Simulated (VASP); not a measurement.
**BaZnPF: electric field gradients**

Wanted: the field gradients at the nuclei of BaZnPF. The cell has space group P4/nmm. The start is a cell from a database of measured crystal structures.

Program: VASP 6.6.1. Level of theory: LDA; plane waves and PAW (Ba_sv, Zn, P, F), in the first sound run; inputs show where later runs differ. Results are calculated unless marked as measured.

## (1) Set-up

Symmetry: P4/nmm, No. 129, tetragonal system. Conventional cell: a = 4.156 Å, b = 4.156 Å, c = 9.457 Å, α = 90.00°, β = 90.00°, γ = 90.00°. Ba has 4 F at 2.62 Å and 4 P at 3.41 Å nearest. Nearest to Zn lie 4 P at 2.51 Å. P has 4 Zn at 2.51 Å and 4 Ba at 3.41 Å nearest. Nearest to F lie 4 Ba at 2.62 Å. Farther neighbours and most contacts between anions are not listed.

## (2) Local probes at LDA

Field gradients probe the charge near the nuclei, so LASPH is on and the cutoff is at least 1.4 times the default of the data sets; this run is at LDA.

File INCAR:

```
SYSTEM = BaZnPF
PREC = Accurate
ENCUT = 560
EDIFF = 1E-07
NELM = 100
ISMEAR = -1
SIGMA = 0.05
LREAL = .FALSE.
ALGO = Normal
GGA = CA
NBANDS = 42
LORBIT = 11
LWAVE = .FALSE.
LCHARG = .FALSE.
KPAR = 2
LEFG = .TRUE.
ICORELEVEL = 1
LASPH = .TRUE.
```

File POSCAR:

```
BaZnPF
1.0
    4.1563400000      0.0000000000      0.0000000000
    0.0000000000      4.1563400000      0.0000000000
    0.0000000000      0.0000000000      9.4574300000
Ba Zn P F
2 2 2 2
Direct
    0.5000000000      0.0000000000      0.3317700000
    0.0000000000      0.5000000000      0.6682300000
    0.5000000000      0.5000000000      0.0000000000
    0.0000000000      0.0000000000      0.0000000000
    0.0000000000      0.5000000000      0.1491000000
    0.5000000000      0.0000000000      0.8509000000
    0.5000000000      0.5000000000      0.5000000000
    0.0000000000      0.0000000000      0.5000000000
```

File KPOINTS:

```
Automatic mesh
0
Gamma
8 8 4
0 0 0
```

The projector-augmented-wave data sets are Ba_sv, Zn, P and F (PBE family, release 64).

The run is started by

```bash
mpirun -np 2 vasp_std
```

Output:

```text
[banner, memory and clock lines left out]
running    2 mpi-ranks, on    1 nodes
 distrk:  each k-point on    1 cores,    2 groups
 distr:  one band on    1 cores,    1 groups

 POSCAR found type information on POSCAR BaZnP F
 POSCAR found :  4 types and       8 ions
|                                                                             |
|               ----> ADVICE to this user running VASP <----                  |
|                                                                             |
|     You enforced a specific xc type in the INCAR file but a different       |
|     [... a line on the potential file left out ...]
|     I HOPE YOU KNOW WHAT YOU ARE DOING!                                     |
|                                                                             |

 LDA part: xc-table for (Slater(with rela. corr.)+CA(PZ))
 , standard interpolation
 POSCAR, INCAR and KPOINTS ok, starting setup
 FFT: planning ... GRIDC
 FFT: planning ... GRID_SOFT
 FFT: planning ... GRID
 WAVECAR not read
 entering main loop
       N       E                     dE             d eps       ncg     rms          rms(c)
DAV:   1     0.685161851882E+03    0.68516E+03   -0.32748E+04  3780   0.182E+03
DAV:   2     0.484181801740E+02   -0.63674E+03   -0.60747E+03  4126   0.431E+02
DAV:   3    -0.386317268616E+02   -0.87050E+02   -0.86136E+02  4202   0.169E+02
DAV:   4    -0.433947949388E+02   -0.47631E+01   -0.47437E+01  5128   0.341E+01
DAV:   5    -0.435446859132E+02   -0.14989E+00   -0.14979E+00  5502   0.593E+00    0.111E+01
DAV:   6    -0.404818954822E+02    0.30628E+01   -0.13217E+01  4958   0.478E+01    0.763E+00
DAV:   7    -0.404876356169E+02   -0.57401E-02   -0.29383E+00  4470   0.994E+00    0.405E+00
DAV:   8    -0.404217506327E+02    0.65885E-01   -0.19702E-01  5010   0.312E+00    0.114E+00
DAV:   9    -0.404101861079E+02    0.11565E-01   -0.41571E-02  5856   0.209E+00    0.211E-01
DAV:  10    -0.404106264979E+02   -0.44039E-03   -0.76329E-03  4454   0.397E-01    0.126E-01
DAV:  11    -0.404106562535E+02   -0.29756E-04   -0.62434E-04  4734   0.124E-01    0.342E-02
DAV:  12    -0.404106486789E+02    0.75746E-05   -0.11997E-04  5480   0.575E-02    0.150E-02
DAV:  13    -0.404106497244E+02   -0.10456E-05   -0.17944E-05  4604   0.246E-02    0.639E-03
DAV:  14    -0.404106497422E+02   -0.17786E-07   -0.28338E-06  5316   0.149E-02    0.229E-03
DAV:  15    -0.404106497273E+02    0.14939E-07   -0.54711E-07  4624   0.435E-03
ion   1
     0.0000000    -0.0000000    -0.0000000     0.1190445     0.0000000     0.0000000
     0.0000600    -0.0000000    -0.0000000     0.1190445     0.0000000     0.0000000
     0.0000826    -0.0000000    -0.0000000     0.1190445     0.0000000     0.0000000
     0.0001137    -0.0000000    -0.0000000     0.1190444     0.0000000     0.0000000
     0.0001566    -0.0000000    -0.0000000     0.1190444     0.0000000     0.0000000

     0.0000000    -0.0000000    -0.0000000     5.8669145     0.0000000     0.0000000
     0.0000600    -0.0000000    -0.0000000     5.8644400     0.0000000     0.0000000
     0.0000826    -0.0000000    -0.0000000     5.8631246     0.0000000     0.0000000
     0.0001137    -0.0000000    -0.0000000     5.8610321     0.0000000     0.0000000
     0.0001566    -0.0000000    -0.0000000     5.8577165     0.0000000     0.0000000

ion   2
     0.0000000     0.0000000    -0.0000000     0.1190445    -0.0000000    -0.0000000
     0.0000600     0.0000000    -0.0000000     0.1190445    -0.0000000    -0.0000000
     0.0000826     0.0000000    -0.0000000     0.1190445    -0.0000000    -0.0000000
     0.0001137     0.0000000    -0.0000000     0.1190444    -0.0000000    -0.0000000
     0.0001566     0.0000000    -0.0000000     0.1190444    -0.0000000    -0.0000000

     0.0000000     0.0000000    -0.0000000     5.8669145    -0.0000000    -0.0000000
     0.0000600     0.0000000    -0.0000000     5.8644400    -0.0000000    -0.0000000
     0.0000826     0.0000000    -0.0000000     5.8631246    -0.0000000    -0.0000000
     0.0001137     0.0000000    -0.0000000     5.8610321    -0.0000000    -0.0000000
     0.0001566     0.0000000    -0.0000000     5.8577165    -0.0000000    -0.0000000

ion   3
     0.0000000     0.0000000    -0.0000000     0.2265711    -0.0000000    -0.0000000
     0.0000468     0.0000000    -0.0000000     0.2265711    -0.0000000    -0.0000000
     0.0000645     0.0000000    -0.0000000     0.2265711    -0.0000000    -0.0000000
     0.0000888     0.0000000    -0.0000000     0.2265711    -0.0000000    -0.0000000
     0.0001223     0.0000000    -0.0000000     0.2265711    -0.0000000    -0.0000000

     0.0000000     0.0000000    -0.0000000     0.8358883    -0.0000000     0.0000000
     0.0000468     0.0000000    -0.0000000     0.8359156    -0.0000000     0.0000000
     0.0000645     0.0000000    -0.0000000     0.8359386    -0.0000000     0.0000000
     0.0000888     0.0000000    -0.0000000     0.8359805    -0.0000000     0.0000000
     0.0001223     0.0000000    -0.0000000     0.8360561    -0.0000000     0.0000000

ion   4
     0.0000000     0.0000000     0.0000000     0.2265711    -0.0000000    -0.0000000
     0.0000468     0.0000000     0.0000000     0.2265711    -0.0000000    -0.0000000
     0.0000645     0.0000000     0.0000000     0.2265711    -0.0000000    -0.0000000
     0.0000888     0.0000000     0.0000000     0.2265711    -0.0000000    -0.0000000
     0.0001223     0.0000000     0.0000000     0.2265711    -0.0000000    -0.0000000

     0.0000000     0.0000000     0.0000000     0.8358883    -0.0000000    -0.0000000
     0.0000468     0.0000000     0.0000000     0.8359156    -0.0000000    -0.0000000
     0.0000645     0.0000000     0.0000000     0.8359386    -0.0000000    -0.0000000
     0.0000888     0.0000000     0.0000000     0.8359805    -0.0000000    -0.0000000
     0.0001223     0.0000000     0.0000000     0.8360561    -0.0000000    -0.0000000

ion   5
     0.0000000    -0.0000000     0.0000000     0.5322311    -0.0000000     0.0000000
     0.0000365    -0.0000000     0.0000000     0.5322310    -0.0000000     0.0000000
     0.0000503    -0.0000000     0.0000000     0.5322310    -0.0000000     0.0000000
     0.0000692    -0.0000000     0.0000000     0.5322310    -0.0000000     0.0000000
     0.0000953    -0.0000000     0.0000000     0.5322310    -0.0000000     0.0000000

     0.0000000    -0.0000000     0.0000000    11.2906730    -0.0000000     0.0000000
     0.0000365    -0.0000000     0.0000000    11.2906467    -0.0000000     0.0000000
     0.0000503    -0.0000000     0.0000000    11.2906306    -0.0000000     0.0000000
     0.0000692    -0.0000000     0.0000000    11.2906037    -0.0000000     0.0000000
     0.0000953    -0.0000000     0.0000000    11.2905593    -0.0000000     0.0000000

ion   6
     0.0000000     0.0000000     0.0000000     0.5322311     0.0000000    -0.0000000
     0.0000365     0.0000000     0.0000000     0.5322310     0.0000000    -0.0000000
     0.0000503     0.0000000     0.0000000     0.5322310     0.0000000    -0.0000000
     0.0000692     0.0000000     0.0000000     0.5322310     0.0000000    -0.0000000
     0.0000953     0.0000000     0.0000000     0.5322310     0.0000000    -0.0000000

     0.0000000     0.0000000     0.0000000    11.2906730     0.0000000    -0.0000000
     0.0000365     0.0000000     0.0000000    11.2906467     0.0000000    -0.0000000
     0.0000503     0.0000000     0.0000000    11.2906306     0.0000000    -0.0000000
     0.0000692     0.0000000     0.0000000    11.2906037     0.0000000    -0.0000000
     0.0000953     0.0000000     0.0000000    11.2905593     0.0000000    -0.0000000

ion   7
     0.0000000     0.0000000     0.0000000    -2.3607258     0.0000000    -0.0000000
     0.0000310     0.0000000     0.0000000    -2.3607257     0.0000000    -0.0000000
     0.0000427     0.0000000     0.0000000    -2.3607257     0.0000000    -0.0000000
     0.0000588     0.0000000     0.0000000    -2.3607257     0.0000000    -0.0000000
     0.0000810     0.0000000     0.0000000    -2.3607256     0.0000000    -0.0000000

     0.0000000     0.0000000     0.0000000    -9.4070987     0.0000000    -0.0000000
     0.0000310     0.0000000     0.0000000    -9.4070951     0.0000000    -0.0000000
     0.0000427     0.0000000     0.0000000    -9.4070927     0.0000000    -0.0000000
     0.0000588     0.0000000     0.0000000    -9.4070886     0.0000000    -0.0000000
     0.0000810     0.0000000     0.0000000    -9.4070818     0.0000000    -0.0000000

ion   8
     0.0000000     0.0000000     0.0000000    -2.3607258     0.0000000     0.0000000
     0.0000310     0.0000000     0.0000000    -2.3607257     0.0000000     0.0000000
     0.0000427     0.0000000     0.0000000    -2.3607257     0.0000000     0.0000000
     0.0000588     0.0000000     0.0000000    -2.3607257     0.0000000     0.0000000
     0.0000810     0.0000000     0.0000000    -2.3607256     0.0000000     0.0000000

     0.0000000     0.0000000     0.0000000    -9.4070987     0.0000000     0.0000000
     0.0000310     0.0000000     0.0000000    -9.4070951     0.0000000     0.0000000
     0.0000427     0.0000000     0.0000000    -9.4070927     0.0000000     0.0000000
     0.0000588     0.0000000     0.0000000    -9.4070886     0.0000000     0.0000000
     0.0000810     0.0000000     0.0000000    -9.4070818     0.0000000     0.0000000

   1 F= -.40410650E+02 E0= -.40410218E+02  d E =-.863048E-03
```

Wall time 2.5 min (2 MPI ranks of AMD EPYC 7R43, shared host); peak memory 0.83 GiB; 4.9 min of CPU time.

The logs omit lines about the potential files and the build; timing stands in the text.

Parts of OUTCAR (step 2):

```text
ion  position               nearest neighbor table
   1  0.500  0.000  0.332-   7 2.62   8 2.62   7 2.62   8 2.62   5 3.41   5 3.41   5 3.41   5 3.41
                             4 3.76   3 3.76   4 3.76   3 3.76   2 4.33   2 4.33   2 4.33   2 4.33
   2  0.000  0.500  0.668-   7 2.62   8 2.62   8 2.62   7 2.62   6 3.41   6 3.41   6 3.41   6 3.41
                             3 3.76   4 3.76   4 3.76   3 3.76   1 4.33   1 4.33   1 4.33   1 4.33
   3  0.500  0.500  0.000-   5 2.51   6 2.51   6 2.51   5 2.51   4 2.94   4 2.94   4 2.94   4 2.94
                             2 3.76   1 3.76   2 3.76   1 3.76
   4  0.000  0.000  0.000-   5 2.51   6 2.51   5 2.51   6 2.51   3 2.94   3 2.94   3 2.94   3 2.94
                             1 3.76   2 3.76   2 3.76   1 3.76
   5  0.000  0.500  0.149-   3 2.51   4 2.51   4 2.51   3 2.51   1 3.41   1 3.41   1 3.41   1 3.41

  LATTYP: Found a simple tetragonal cell.
 ALAT       =     4.1563400000
 C/A-ratio  =     2.2754226074

 Subroutine GETGRP returns: Found 16 space group operations
 (whereof  8 operations were pure point group operations)

The static configuration has the point symmetry D_2d.
 The point group associated with its full space group is D_4h.

 Found     45 irreducible k-points:

   k-points           NKPTS =     45   k-points in BZ     NKDIM =     45   number of bands    NBANDS=     42

   dimension x,y,z NGX =    32 NGY =   32 NGZ =   80
   dimension x,y,z NGXF=    64 NGYF=   64 NGZF=  160

   ENCUT  =  560.0 eV  41.16 Ry    6.42 a.u.   8.02  8.02 18.25*2*pi/ulx,y,z

   NELECT =      68.0000    total number of electrons

 k-points in reciprocal lattice and weights: Automatic mesh
   0.00000000  0.00000000  0.00000000       0.004
   0.12500000  0.00000000  0.00000000       0.016
   0.25000000  0.00000000  0.00000000       0.016
   0.37500000  0.00000000  0.00000000       0.016
   0.50000000  0.00000000  0.00000000       0.008
   0.12500000  0.12500000  0.00000000       0.016
   0.25000000  0.12500000  0.00000000       0.031
   0.37500000  0.12500000  0.00000000       0.031
   0.50000000  0.12500000  0.00000000       0.016
[...]
0.50000000  0.37500000  0.50000000       0.016
   0.50000000  0.50000000  0.50000000       0.004

 the core state eigenenergies are
   1-  1s -37239.9775  2s  -5877.4519  2p  -5268.6608  3s  -1232.9528  3p  -1037.8865
       3d   -754.8434  4s   -234.0362  4p   -171.1378  4d    -79.8671
   2-  1s -37239.9775  2s  -5877.4519  2p  -5268.6608  3s  -1232.9528  3p  -1037.8865
       3d   -754.8434  4s   -234.0362  4p   -171.1378  4d    -79.8671
   3-  1s  -9518.6058  2s  -1152.0998  2p   -997.7597  3s   -122.8662  3p    -77.0163

   4-  1s  -9518.6058  2s  -1152.0998  2p   -997.7597  3s   -122.8662  3p    -77.0163

   5-  1s  -2073.8989  2s   -164.1509  2p   -114.6158
   6-  1s  -2073.8989  2s   -164.1509  2p   -114.6158
   7-  1s   -652.4791
   8-  1s   -652.4791

 E-fermi :   3.1843

 k-point     1 :       0.0000    0.0000    0.0000
  band No.  band energies     occupation
    ...
     30       0.7800      2.00000
     31       0.7800      2.00000
     32       2.4155      2.00000
     33       2.9877      1.96156
     34       2.9877      1.96156
     35       3.2765      0.27341
     36       4.4885      0.00000
     37       5.1870      0.00000
     38       5.2655      0.00000
     39       6.4409      0.00000
    ...

 k-point     2 :       0.1250    0.0000    0.0000
  band No.  band energies     occupation
    ...
     30       0.0741      2.00000
     31       0.8899      2.00000
     32       2.3942      2.00000
     33       2.4429      2.00000
     34       2.9335      1.98682
     35       3.8142      0.00001
     36       4.9443      0.00000
     37       5.3666      0.00000
     38       5.9820      0.00000
     39       6.2947      0.00000
    ...

 k-point     3 :       0.2500    0.0000    0.0000
  band No.  band energies     occupation
    ...
     30      -0.6565      2.00000
     31       1.1900      2.00000
     32       1.7136      2.00000
     33       2.4497      2.00000
     34       2.7610      1.99958
     35       4.3544      0.00000
     36       5.4712      0.00000
     37       5.6167      0.00000
     38       6.3297      0.00000
     39       7.0142      0.00000
    ...

  Total       -4.0060472     -4.0060472     -3.5742301      0.0000000      0.0000000      0.0000000
  in kB      -39.2854178    -39.2854178    -35.0507909      0.0000000      0.0000000      0.0000000
  external PRESSURE =     -37.8738755 kB  Pullay stress =       0.0000000 kB

  energy-cutoff  :      560.00
  volume of cell :      163.38
      direct lattice vectors                 reciprocal lattice vectors
     4.156340000  0.000000000  0.000000000     0.240596294  0.000000000  0.000000000
     0.000000000  4.156340000  0.000000000     0.000000000  0.240596294  0.000000000
     0.000000000  0.000000000  9.457430000     0.000000000  0.000000000  0.105736971

 POSITION                                       TOTAL-FORCE (eV/Angst)
 -----------------------------------------------------------------------------------
      2.07817      0.00000      3.13769        -0.000000      0.000000      0.056304
      0.00000      2.07817      6.31974         0.000000      0.000000     -0.056304
      2.07817      2.07817      0.00000         0.000000     -0.000000      0.000000
      0.00000      0.00000      0.00000        -0.000000      0.000000      0.000000
      0.00000      2.07817      1.41010        -0.000000      0.000000     -0.251452
      2.07817      0.00000      8.04733        -0.000000     -0.000000      0.251452
      2.07817      2.07817      4.72872        -0.000000      0.000000      0.000000
      0.00000      0.00000      4.72872        -0.000000     -0.000000      0.000000
 -----------------------------------------------------------------------------------
    total drift:                                0.000000     -0.000000     -0.000000

  FREE ENERGIE OF THE ION-ELECTRON SYSTEM (eV)
  ---------------------------------------------------
  free  energy   TOTEN  =       -40.4106497273 eV

  energy  without entropy=      -40.4097866793  energy(sigma->0) =      -40.41021820

 Electric field gradients after diagonalization (V/A^2)
 (convention: |V_zz| > |V_xx| > |V_yy|)
----------------------------------------------------------------------
 ion       V_xx      V_yy      V_zz     asymmetry (V_yy - V_xx)/ V_zz
----------------------------------------------------------------------
   1       3.743     3.743    -7.485       0.000
   2       3.743     3.743    -7.485       0.000
   3       0.551     0.551    -1.102       0.000
   4       0.551     0.551    -1.102       0.000
   5       6.953     6.953   -13.906       0.000
   6       6.953     6.953   -13.906       0.000
   7      -6.007    -6.007    12.013       0.000
   8      -6.007    -6.007    12.013       0.000
----------------------------------------------------------------------

 total charge
# of ion       s       p       d       tot
------------------------------------------
    1        1.999   5.594   0.285   7.879
    2        1.999   5.594   0.285   7.879
    3        0.547   0.468   9.770  10.784
    4        0.547   0.468   9.770  10.784
    5        1.025   1.457   0.000   2.481
    6        1.025   1.457   0.000   2.481
    7        1.724   4.341   0.000   6.065
    8        1.724   4.341   0.000   6.065
--------------------------------------------------
tot         10.590  23.719  20.110  54.418

[... 3 further parts left out ...]
```

These are scalar-relativistic Kohn-Sham levels of the ground state, with no core hole, so they are not binding energies. The atoms bear forces, and field gradients depend strongly on their positions. Harder data sets than Ba_sv exist (the GW ones), and pressures, volumes and forces can shift noticeably with them. The PAW data sets were made with PBE, though LDA sets exist; this is a small mismatch.

This step gave:

```
free energy (TOTEN)     : -40.41 eV
energy at zero smearing : -40.41 eV
Fermi energy            : 3.184 eV
pressure                : -3.787 GPa
```

The two shallowest core shells; atoms whose shallowest level rounds to another's at 0.01 eV are left out. Core levels, by row:

```
atom  shell  level below the valence-band top (eV)
 Ba1     4p                                  174.1
 Ba1     4d                                  82.85
 Zn3     3s                                  125.9
 Zn3     3p                                     80
  P5     2s                                  167.1
  P5     2p                                  117.6
  F7     1s                                  655.5
```

Ordered as |Vzz| ≥ |Vxx| ≥ |Vyy|, the program's way. Electric field gradients, by row:

```
atom  Vxx (V/Å²)  Vyy (V/Å²)  Vzz (V/Å²)  asymmetry
 Ba1       3.743       3.743      -7.485          0
 Ba2       3.743       3.743      -7.485          0
 Zn3       0.551       0.551      -1.102          0
 Zn4       0.551       0.551      -1.102          0
  P5       6.953       6.953      -13.91          0
  P6       6.953       6.953      -13.91          0
  F7      -6.007      -6.007       12.01          0
  F8      -6.007      -6.007       12.01          0
```

The largest gradient is -13.91 V/Å², at P5.

(Continued in part 2 of 4.)

[Lines on the potential files, build, host, timing and source positions are cut from VASP's logs without a mark.]

[Logs are printed without paths, hosts, clocks, repeated set-up lines and the standing remarks that a program may print on its own settings, such as how far it seeks lower states.]

[Hosts, paths, dates, database ids (printed as entryN), source tags and the programs' standing remarks are cut or masked in the printed files.]
